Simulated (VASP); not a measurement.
# Be2CdS3 (P-4m2) in VASP: a series of runs

One crystal, Be2CdS3, is run at these levels: PBE; tasks: relaxation of cell and atoms.

All numbers are computed with VASP 6.6.1; they aren't measurements. Logs are shortened: lines on timing, memory, paths and dates and some standing lists are left out, and cuts for length are marked.

## 1. The crystal as given

Symmetry: P-4m2, No. 115, tetragonal system. Conventional cell: a = 3.689 Å, b = 3.689 Å, c = 8.126 Å, α = 90.00°, β = 90.00°, γ = 90.00°. Be (site symmetry 2mm) has 7 S at 2.77 to 2.86 Å and 2 Cd at 2.86 Å as nearest neighbours. Around Cd (site symmetry -4m2) lie 4 S at 2.61 Å and 4 Be at 2.86 Å. S (site symmetry 2mm) is surrounded by 5 Be at 2.77 to 2.83 Å. S (site symmetry -4m2) has 4 Cd at 2.61 Å and 4 Be at 2.86 Å as nearest neighbours.

The cell was built by a generator and needn't be a form met in nature.

## 2. Relaxation of cell and atoms, PBE

INCAR reads:

```
  PREC = Normal
  ENCUT = 520
  EDIFF = 1E-4
  ISMEAR = 0
  SIGMA = 0.15
  LREAL = False
  LASPH = True
  NELM = 60
  ALGO = Fast
  ISIF = 3
  LWAVE = False
  LCHARG = False
  GGA = PE
  IBRION = 2
  NSW = 24
  EDIFFG = -0.08
  KPAR = 2
```

KPOINTS reads:

```
regular mesh
0
Gamma
  4 4 2
```

POSCAR reads:

```
Be2CdS3
1.0
    3.6885465800      0.0000000000      0.0000000000
    0.0000000000      3.6885465800      0.0000000000
    0.0000000000      0.0000000000      8.1262144300
Be Cd S
2 1 3
Direct
    0.0000000000      0.5000000000      0.7315000300
    0.5000000000      0.0000000000      0.2684999700
    0.0000000000      0.0000000000      0.0000000000
    0.0000000000      0.5000000000      0.3835000100
    0.5000000000      0.0000000000      0.6164999900
    0.5000000000      0.5000000000      0.0000000000
```

Potentials or basis: VASP PAW PBE potentials, release 64 (Be, Cd, S).

The run is started by

```console
$ cat potpaw_PBE.64/Be/POTCAR potpaw_PBE.64/Cd/POTCAR potpaw_PBE.64/S/POTCAR > POTCAR
$ mpirun -np 2 vasp_std > vasp.out
```

OUTCAR:

```text
PREC = Normal
   ENCUT = 520
   EDIFF = 1E-4
   ISMEAR = 0
   LREAL = False
   LASPH = True
   NELM = 60
   ISIF = 3
   GGA = PE
   IBRION = 2
   NSW = 24
   EDIFFG = -0.08

 ion  position               nearest neighbor table
   1  0.000  0.500  0.732-   3 2.86   3 2.86
   2  0.500  0.000  0.268-   3 2.86   3 2.86
   3  0.000  0.000  0.000-   6 2.61   6 2.61   6 2.61   6 2.61   2 2.86   2 2.86   1 2.86   1 2.86

   4  0.000  0.500  0.384-
   5  0.500  0.000  0.616-
   6  0.500  0.500  0.000-   3 2.61   3 2.61   3 2.61   3 2.61

  LATTYP: Found a simple tetragonal cell.
 ALAT       =     3.6885465800
 C/A-ratio  =     2.2030938891

  Lattice vectors:

 A1 = (   3.6885465800,   0.0000000000,   0.0000000000)
 A2 = (   0.0000000000,   3.6885465800,   0.0000000000)
 A3 = (   0.0000000000,   0.0000000000,   8.1262144300)

Analysis of symmetry for initial positions (statically):
=====================================================================
 Subroutine PRICEL returns:
 Original cell was already a primitive cell.

 Routine SETGRP: Setting up the symmetry group for a
 simple tetragonal supercell.

 Subroutine GETGRP returns: Found  8 space group operations
 (whereof  8 operations were pure point group operations)
 out of a pool of 16 trial point group operations.

The static configuration has the point symmetry D_2d.

Analysis of symmetry for dynamics (positions and initial velocities):
=====================================================================
 Subroutine PRICEL returns:
 Original cell was already a primitive cell.

 Routine SETGRP: Setting up the symmetry group for a
 simple tetragonal supercell.

 Subroutine GETGRP returns: Found  8 space group operations
 (whereof  8 operations were pure point group operations)
 out of a pool of 16 trial point group operations.

The dynamic configuration has the point symmetry D_2d.

 Subroutine INISYM returns: Found  8 space group operations
 (whereof  8 operations are pure point group operations),
 and found     1 'primitive' translations

----------------------------------------------------------------------------------------

                                     Primitive cell

  volume of cell :     110.5602

  direct lattice vectors                    reciprocal lattice vectors
     3.688546580  0.000000000  0.000000000     0.271109495  0.000000000  0.000000000
     0.000000000  3.688546580  0.000000000     0.000000000  0.271109495  0.000000000
     0.000000000  0.000000000  8.126214430     0.000000000  0.000000000  0.123058530

  length of vectors
     3.688546580  3.688546580  8.126214430     0.271109495  0.271109495  0.123058530
[... 96 lines left out ...]
     AMIX_MAG =   1.60;   BMIX_MAG =  1.00
  volume/ion in A,a.u.               =      18.43       124.35
  Fermi-wavevector in a.u.,A,eV,Ry     =   1.105015  2.088176 16.613506  1.221058
  Thomas-Fermi vector in A             =   2.241496
   LORBIT       =      0    0 simple, 1 ext, 2 COOP (PROOUT), +10 PAW based schemes
   GGA     = PE    functional components
   LHFCALC =     F    Hartree Fock is set to
   AEXX    =    0.0000 exact exchange contribution
   IVDW    =     0    specifies the selected vdW correction
   LEPSILON=     F    determine dielectric tensor
   LRPA    =     F    only Hartree local field effects (RPA)
 conjugate gradient relaxation of ions
 non-spin polarized calculation
 RMM-DIIS sequential band-by-band and
 Gauss-broadening in eV      SIGMA  =   0.15
  energy-cutoff  :      520.00
  volume of cell :      110.56
 maximum number of plane-waves:      3008
   NGX = 13   NGY = 13   NGZ = 31

--------------------------------------- Ionic step        1  -------------------------------------------

 number of electron      33.9999977 magnetization

 Free energy of the ion-electron system (eV)
  ---------------------------------------------------
  ext. energy  EPLUGINS =         0.00000000
  ---------------------------------------------------
  free energy    TOTEN  =       -17.70851041 eV

  energy without entropy =      -17.66391314  energy(sigma->0) =      -17.68621177

------------------------ aborting loop because EDIFF is reached ----------------------------------------

  FORCE on cell =-STRESS in cart. coord.  units (eV):
  Direction    XX          YY          ZZ          XY          YZ          ZX
  --------------------------------------------------------------------------------------
  -------------------------------------------------------------------------------------
  Total       -5.2461706     -5.2461706     -6.1900242      0.0000000      0.0000000      0.0000000
  in kB      -76.0246045    -76.0246045    -89.7024095      0.0000000      0.0000000      0.0000000
  external PRESSURE =     -80.5838728 kB  Pullay stress =       0.0000000 kB
[... 101 lines left out ...]
  FREE ENERGIE OF THE ION-ELECTRON SYSTEM (eV)
  ---------------------------------------------------
  free  energy   TOTEN  =       -18.8441049710 eV

  energy  without entropy=      -18.8188684780  energy(sigma->0) =      -18.83148672

 E-fermi :   5.3977     XC(G=0): -10.3615

 val. band max:        5.3947284897   @ k =   0.5000   0.0000   0.0000
 cond. band min:       5.5380931855   @ k =   0.0000   0.0000   0.0000
 fundamental gap:      0.1433646958
 Fermi energy:         5.3976997527

 k-point     1 :       0.0000    0.0000    0.0000
  band No.  band energies     occupation
      1      -9.2388      2.00000
      2      -7.8884      2.00000
      3      -7.3905      2.00000
      4      -3.6377      2.00000
      5      -3.3656      2.00000
      6      -3.2443      2.00000
[... 277 lines left out ...]
     20       5.5932      0.06527
     21       8.6847      0.00000

[... ionic steps 4 to 18 ...]

--------------------------------------- Ionic step       19  -------------------------------------------

 number of electron      33.9999997 magnetization

------------------------ aborting loop because EDIFF is reached ----------------------------------------
[... 75 lines left out ...]
--------------------------------------- Ionic step       21  -------------------------------------------

 number of electron      33.9999999 magnetization

 Free energy of the ion-electron system (eV)
  ---------------------------------------------------
  ext. energy  EPLUGINS =         0.00000000
  ---------------------------------------------------
  free energy    TOTEN  =       -22.30260781 eV

  energy without entropy =      -22.28736223  energy(sigma->0) =      -22.29498502

 E-fermi :   3.6269     XC(G=0):  -8.9194

 val. band max:        2.7595512342   @ k =   0.5000   0.5000   0.5000
 cond. band min:       3.6575172988   @ k =   0.5000   0.0000   0.5000
 fundamental gap:      0.8979660646
 Fermi energy:         3.6269169195

 k-point     1 :       0.0000    0.0000    0.0000
  band No.  band energies     occupation
      1     -11.1525      2.00000
      2     -10.7701      2.00000
      3      -9.6357      2.00000
      4      -5.8145      2.00000
      5      -5.5070      2.00000
      6      -5.2342      2.00000
[... 310 lines left out ...]
  FREE ENERGIE OF THE ION-ELECTRON SYSTEM (eV)
  ---------------------------------------------------
  free  energy   TOTEN  =       -22.3026078126 eV

  energy  without entropy=      -22.2873622341  energy(sigma->0) =      -22.29498502

 reached required accuracy - stopping structural energy minimisation
```

OSZICAR:

```text
N       E                     dE             d eps       ncg     rms          rms(c)
DAV:   1     0.189315824541E+03    0.18932E+03   -0.15507E+04   504   0.143E+03
DAV:   2    -0.189229916056E+01   -0.19121E+03   -0.18347E+03   574   0.294E+02
DAV:   3    -0.191887559173E+02   -0.17296E+02   -0.16580E+02   668   0.856E+01
[... 177 lines left out ...]
DAV:   1    -0.223053094224E+02   -0.43104E-02   -0.32215E-01   504   0.349E+00    0.672E-01
RMM:   2    -0.223034697650E+02    0.18397E-02   -0.19627E-02   504   0.104E+00    0.290E-01
RMM:   3    -0.223030114956E+02    0.45827E-03   -0.25738E-03   478   0.332E-01    0.133E-01
RMM:   4    -0.223027068417E+02    0.30465E-03   -0.60189E-04   408   0.168E-01    0.851E-02
RMM:   5    -0.223026078126E+02    0.99029E-04   -0.26521E-04   327   0.108E-01
  21 F= -.22302608E+02 E0= -.22294985E+02  d E =-.163500E-02
```

CONTCAR:

```text
Be2CdS3
   1.00000000000000
     3.4668041073346578   -0.0000000000000000   -0.0000000000000000
    -0.0000000000000000    3.4668041073346578    0.0000000000000000
    -0.0000000000000000    0.0000000000000000    9.9933549101276817
  Be              Cd              S
     2     1     3
Direct
     0.0000000000000000    0.5000000000000000    0.5793244827167406
     0.5000000000000000    1.0000000000000000    0.4206755172832596
     1.0000000000000000    0.0000000000000000    1.0000000000000000
     0.0000000000000000    0.5000000000000000    0.3760683402555722
     0.5000000000000000    0.0000000000000000    0.6239316597444274
     0.5000000000000000    0.5000000000000000    1.0000000000000000

  0.00000000E+00  0.00000000E+00  0.00000000E+00
  0.00000000E+00  0.00000000E+00  0.00000000E+00
  0.00000000E+00  0.00000000E+00  0.00000000E+00
  0.00000000E+00  0.00000000E+00  0.00000000E+00
  0.00000000E+00  0.00000000E+00  0.00000000E+00
  0.00000000E+00  0.00000000E+00  0.00000000E+00
```

Wall time 77 s (2 MPI ranks of Intel Xeon 6975P-C (Granite Rapids), shared host); peak memory 0.17 GiB.

Results:

* Free energy: -22.3026 eV
* Relaxed volume: 20.02 Å³/atom
* Relaxed cell: a = 3.467 Å, b = 3.467 Å, c = 9.993 Å, α = 90.00°, β = 90.00°, γ = 90.00°
* Space group after relaxing (to 0.05 Å): P-4m2 (No. 115)
* Energy gained by relaxing: 765.7 meV/atom
* Ionic steps: 21
* Pressure after relaxing: 0.3 GPa
* Largest force after relaxing: 0.045 eV/Å
* Band gap on the k mesh: none (metal or under the smearing width)

Forces in eV/Å, atoms in the order of the input:
```
Be   0.000  0.000 -0.002
Be   0.000  0.000  0.002
Cd   0.000  0.000  0.000
S    0.000  0.000 -0.045
S    0.000  0.000  0.045
S    0.000  0.000  0.000
```

Step by step:
```csv
step,energy change (eV),largest force (eV/Å),pressure (GPa),volume (Å³)
1,0.0000,2.0006,-8.06,110.56
2,-0.9744,2.2456,-0.13,96.38
3,-1.1356,2.3196,7.64,88.55
4,-1.8136,2.0977,7.37,88.05
5,-2.2866,2.1382,10.45,86.84
6,-3.0124,1.4771,3.20,94.62
7,-3.2435,0.7638,-1.48,107.03
8,-3.2779,0.4691,-0.90,103.86
9,-3.9425,0.7246,-1.82,105.93
10,-4.3662,1.1116,1.45,108.52
11,-4.3914,1.0192,0.51,108.18
12,-4.4865,0.4202,1.09,109.70
13,-4.5118,0.3040,1.80,110.74
14,-4.5122,0.4058,2.09,111.10
15,-4.5620,0.1961,0.40,116.10
16,-4.5716,0.0529,-0.73,119.89
17,-4.5917,0.1151,-0.29,120.26
18,-4.5925,0.1458,-0.06,120.34
19,-4.5924,0.1541,-0.06,120.36
20,-4.5925,0.1497,-0.10,120.35
21,-4.5941,0.0453,0.26,120.11
```

Final structure:
```cif
data_structure
_symmetry_space_group_name_H-M 'P 1'
_symmetry_Int_Tables_number 1
_cell_length_a 3.4668
_cell_length_b 3.4668
_cell_length_c 9.9934
_cell_angle_alpha 90.000
_cell_angle_beta 90.000
_cell_angle_gamma 90.000
_cell_volume 120.11
loop_
_atom_site_label
_atom_site_type_symbol
_atom_site_fract_x
_atom_site_fract_y
_atom_site_fract_z
_atom_site_occupancy
Be1 Be 0.00000 0.50000 0.57932 1
Be2 Be 0.50000 0.00000 0.42068 1
Cd1 Cd 0.00000 0.00000 0.00000 1
S1 S 0.00000 0.50000 0.37607 1
S2 S 0.50000 0.00000 0.62393 1
S3 S 0.50000 0.50000 0.00000 1
```

Caveat: the k mesh is coarse (spacing up to 0.43 Å⁻¹), so the values aren't converged; the relaxation stopped at a loose force limit of 0.08 eV/Å, so its end isn't a converged minimum.

## 3. Relaxation of cell and atoms, PBE

This run uses another cell than the first one, of 19.78 Å³/atom, 1.073 times its volume.

INCAR is that of step 2.

KPOINTS is that of step 2.

POSCAR reads:

```
Be2CdS3
1.0
    4.1051659400      0.0000000000      0.0000000000
   -2.0525829700      3.5551779900      0.0000000000
    0.0000000000      0.0000000000      8.1309487700
Be Cd S
2 1 3
Direct
    0.3333333300      0.6666666700      0.0000000000
    0.6666666700      0.3333333300      0.0000000000
    0.0000000000      0.0000000000      0.5000000000
    0.0000000000      0.0000000000      0.2338276400
    0.0000000000      0.0000000000      0.7661723600
    0.0000000000      0.0000000000      0.0000000000
```

Potentials or basis: VASP PAW PBE potentials, release 64 (Be, Cd, S).

The run is started by

```console
$ cat potpaw_PBE.64/Be/POTCAR potpaw_PBE.64/Cd/POTCAR potpaw_PBE.64/S/POTCAR > POTCAR
$ mpirun -np 2 vasp_std > vasp.out
```

Run time: 39 s. Hardware: 2 MPI ranks of Intel Xeon 6975P-C (Granite Rapids), shared host; peak memory 0.17 GiB.

It converged, with:

- Free energy: -16.8295 eV
- Relaxed volume: 20.79 Å³/atom
- Relaxed cell: a = 3.873 Å, b = 3.873 Å, c = 9.601 Å, α = 90.00°, β = 90.00°, γ = 120.00°
- Space group after relaxing (to 0.05 Å): P6/mmm (No. 191)
- Energy gained by relaxing: 587.6 meV/atom
- Ionic steps: 15
- Pressure after relaxing: -0.2 GPa
- Largest force after relaxing: 0.025 eV/Å
- Band gap on the k mesh: none (metal or under the smearing width)

Forces in eV/Å, atoms in the order of the input:
```
Be   0.000  0.000  0.000
Be   0.000  0.000  0.000
Cd   0.000  0.000  0.000
S    0.000  0.000 -0.025
S    0.000  0.000  0.025
S    0.000  0.000  0.000
```

Stress tensor (GPa, compression positive):
```
 0.00  0.00  0.00
 0.00  0.00  0.00
 0.00  0.00 -0.46
```

The path:
| step | energy change (eV) | largest force (eV/Å) | pressure (GPa) | volume (Å³) |
| --- | --- | --- | --- | --- |
| 1 | 0.0000 | 4.2627 | 16.55 | 118.67 |
| 2 | -2.2161 | 0.3650 | -5.66 | 151.22 |
| 3 | -3.3775 | 0.2133 | -2.08 | 135.64 |
| 4 | -3.3788 | 0.2266 | -2.71 | 136.77 |
| 5 | -3.3808 | 0.2259 | -2.46 | 136.27 |
| 6 | -3.4802 | 0.2622 | -1.47 | 130.48 |
| 7 | -3.5042 | 0.2886 | -0.65 | 126.72 |
| 8 | -3.5046 | 0.2879 | -0.62 | 126.14 |
| 9 | -3.5024 | 0.3018 | -0.14 | 124.97 |
| 10 | -3.5045 | 0.2922 | -0.47 | 125.90 |
| 11 | -3.5165 | 0.2502 | 0.42 | 123.76 |
| 12 | -3.5166 | 0.2555 | 0.56 | 123.83 |
| 13 | -3.5241 | 0.0889 | 0.25 | 124.10 |
| 14 | -3.5253 | 0.0047 | 0.19 | 124.24 |
| 15 | -3.5255 | 0.0247 | -0.15 | 124.73 |

Final structure:
```
CELL_PARAMETERS angstrom
3.87320 0.00000 0.00000
-1.93660 3.35429 0.00000
0.00000 0.00000 9.60081
ATOMIC_POSITIONS crystal
Be 0.33333 0.66667 0.00000
Be 0.66667 0.33333 0.00000
Cd 0.00000 0.00000 0.50000
S 0.00000 0.00000 0.24395
S 0.00000 0.00000 0.75605
S 0.00000 0.00000 0.00000
```

Levels at points of the mesh, in eV from the Fermi level:
```
           k point  band 13  band 14  band 15  band 16  band 17  band 18  band 19  band 20  band 21
(0.00, 0.00, 0.00)    -1.38    -0.94    -0.94    -0.21    -0.21     0.11     0.11     1.01     1.54
(0.50, 0.00, 0.00)    -2.74    -2.16    -1.19    -0.73    -0.39     1.86     1.97     2.05     2.97
(0.00, 0.00, 0.50)    -2.14    -1.22    -0.94    -0.94    -0.37    -0.37     0.30     0.30     2.12
(0.50, 0.00, 0.50)    -2.09    -1.70    -1.06    -0.91    -0.29    -0.17     0.74     3.31     3.66
```

Caveat: the k mesh is coarse (spacing up to 0.44 Å⁻¹), so the values aren't converged; the relaxation stopped at a loose force limit of 0.08 eV/Å, so its end isn't a converged minimum.

## 4. Relaxation of cell and atoms, PBE

This run uses another cell than the first one, of 20.24 Å³/atom, 1.099 times its volume.

INCAR is that of step 3.

KPOINTS reads:

```
regular mesh
0
Gamma
  3 3 4
```

POSCAR reads:

```
Be2CdS3
1.0
    5.5431685200      0.0000000000      0.0000000000
    0.0000000000      5.5431685200      0.0000000000
    0.0000000000      0.0000000000      3.9531510100
Be Cd S
2 1 3
Direct
    0.5000000000      0.5000000000      0.0000000000
    0.0000000000      0.0000000000      0.5000000000
    0.5000000000      0.5000000000      0.5000000000
    0.0000000000      0.5000000000      0.0000000000
    0.5000000000      0.0000000000      0.0000000000
    0.0000000000      0.0000000000      0.0000000000
```

The run is started by

```console
$ cat potpaw_PBE.64/Be/POTCAR potpaw_PBE.64/Cd/POTCAR potpaw_PBE.64/S/POTCAR > POTCAR
$ mpirun -np 2 vasp_std > vasp.out
```

It took 48 s on 2 MPI ranks of Intel Xeon 6975P-C (Granite Rapids), shared host; peak memory 0.17 GiB.

The run converged. Its results:

```
Free energy                            : -17.2481 eV
Relaxed volume                         : 18.10 Å³/atom
Relaxed cell                           : a = 4.542 Å, b = 4.542 Å, c = 5.264 Å, α = 90.00°, β = 90.00°, γ = 90.00°
Space group after relaxing (to 0.05 Å) : P4/mmm (No. 123)
Energy gained by relaxing              : 312.3 meV/atom
Ionic steps                            : 13
Pressure after relaxing                : -0.2 GPa
Band gap on the k mesh                 : none (metal or under the smearing width)
```

Stress tensor (GPa, compression positive):
```
-0.33  0.00  0.00
 0.00 -0.33  0.00
 0.00  0.00  0.03
```

The path:
```
step  energy change (eV)  largest force (eV/Å)  pressure (GPa)  volume (Å³)
   1              0.0000                0.0000            2.22       121.47
   2             -0.8064                0.0000           -3.37       125.64
   3             -0.8728                0.0000           -4.03       126.36
   4             -0.9145                0.0000           -5.32       127.58
   5             -1.3494                0.0000           -2.74       114.82
   6              0.0169                0.0000           29.04        80.37
   7             -1.5305                0.0000           -0.38       108.18
   8             -1.5693                0.0000            5.08        98.10
   9             -1.6029                0.0000            2.46       102.28
  10             -1.6919                0.0000            5.87        97.85
  11             -1.7044                0.0000            4.69        99.07
  12             -1.8691                0.0000            0.46       106.95
  13             -1.8740                0.0000           -0.21       108.59
```

Final structure:
```xyz
6
Lattice="4.5418 0.0000 0.0000 0.0000 4.5418 0.0000 0.0000 0.0000 5.2642" Properties=species:S:1:pos:R:3 pbc="T T T"
Be    2.2709    2.2709    0.0000
Be    0.0000    0.0000    2.6321
Cd    2.2709    2.2709    2.6321
S     0.0000    2.2709    0.0000
S     2.2709    0.0000    0.0000
S     0.0000    0.0000    0.0000
```

Levels at points of the mesh, in eV from the Fermi level:
```
           k point  band 14  band 15  band 16  band 17  band 18  band 19  band 20  band 21
(0.00, 0.00, 0.00)    -4.39    -2.49    -2.06     0.04     1.72     1.72     2.68     3.17
(0.00, 0.00, 0.50)    -2.91    -2.60    -0.87    -0.73     0.49     0.49     1.78     2.65
```

Caveat: the k mesh is coarse (spacing up to 0.40 Å⁻¹), so the values aren't converged; the relaxation stopped at a loose force limit of 0.08 eV/Å, so its end isn't a converged minimum.

[end of part 1 of 2]
